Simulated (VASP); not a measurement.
Input:

```
LaP
1.0
    3.63883     0.00000     0.00000
    0.00000     3.63883     0.00000
    0.00000     0.00000     3.63883
La P
1 1
Cartesian
  0.00000   0.00000   0.00000
  1.81942   1.81942   1.81942
```

Method: PBE GGA, VASP's PBE PAW potentials (set 64) (plane waves; VASP). Run with 400 eV cut-off, Gaussian smearing of 0.050 eV, potentials La P.

Problem. Give the energies of bands 6 to 11 at the high-symmetry points, in eV from the Fermi level.

Solution. 
```
band      Γ      X      M      R
----  -----  -----  -----  -----
6     -0.79  -4.06  -1.78  -3.93
7     -0.79  -0.89  -1.78  -3.93
8      0.18  -0.89   0.12  -3.93
9      0.18   0.29   0.30   2.35
10     0.18   1.67   2.27   2.35
11     2.33   2.18   2.27   2.35
```

It has no gap at this level: it comes out as a metal or semimetal.

The structure was generated: LaP was put into the CsCl type type (Pm-3m), which need not be its known phase. It was relaxed first, which changed the volume by -29 %.
